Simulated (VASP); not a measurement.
Runs of VASP 6.6.1 on Al2O3. It takes space group R-3c (No. 167, trigonal). Conventional cell: a = 4.806 Å, b = 4.806 Å, c = 13.114 Å, α = 90.00°, β = 90.00°, γ = 120.00°. Al (site symmetry 3) has 6 O at 1.87 to 1.99 Å as nearest neighbours. O (site symmetry 2) is surrounded by 4 Al at 1.87 to 1.99 Å. The cell is a database's computed one.

| task | level | potentials or basis | cell | k mesh | cutoff (eV) | grid for exact exchange (PRECFOCK) | screening parameter | gap on the mesh (eV) | largest force (eV/Å) |
| --- | --- | --- | --- | --- | --- | --- | --- | --- | --- |
| relaxation of cell and atoms | PBE | VASP PAW PBE potentials, release 64 (Al, O) | relaxed | 8 × 8 × 8 | 600 | - | - | 5.87 | - |
| dielectric tensor | PBE | VASP PAW PBE potentials, release 64 (Al, O) | as given | 8 × 8 × 8 | 450 | - | - | 5.87 | - |
| band structure | r2SCAN | VASP PAW PBE potentials, release 64 (Al, O) | as given | 8 × 8 × 8 | 450 | - | - | (a) | 0.05 |
| band structure | PBE | VASP PAW PBE potentials, release 64 (Al, O) | as given | 8 × 8 × 8 | 600 | - | - | 5.87 | - |
| band structure | LDA | VASP PAW LDA potentials, release 64 (Al, O) | as given | 8 × 8 × 8 | 450 | - | - | 5.82 | - |
| band structure | PBE | VASP PAW PBE potentials, release 64 (Al, O) | as given | 8 × 8 × 8 | 450 | - | - | 5.87 | - |
| band structure | HSE06 | VASP PAW PBE potentials, release 64 (Al, O) | as given | 6 × 6 × 6 | 450 | Fast | 0.2 1/A | 7.71 | (b) |

Alike in all rows: no spin polarisation; smearing gaussian 0.02 eV.

Question: Estimate the missing entries.

Answer: (a) 6.78; (b) 0.04.

Caveats: the PAW data sets were made with another functional, which shifts forces and pressure a little (some runs); the relaxation stopped at its first step, so nothing moved (some runs).

A k mesh can miss the band edges.
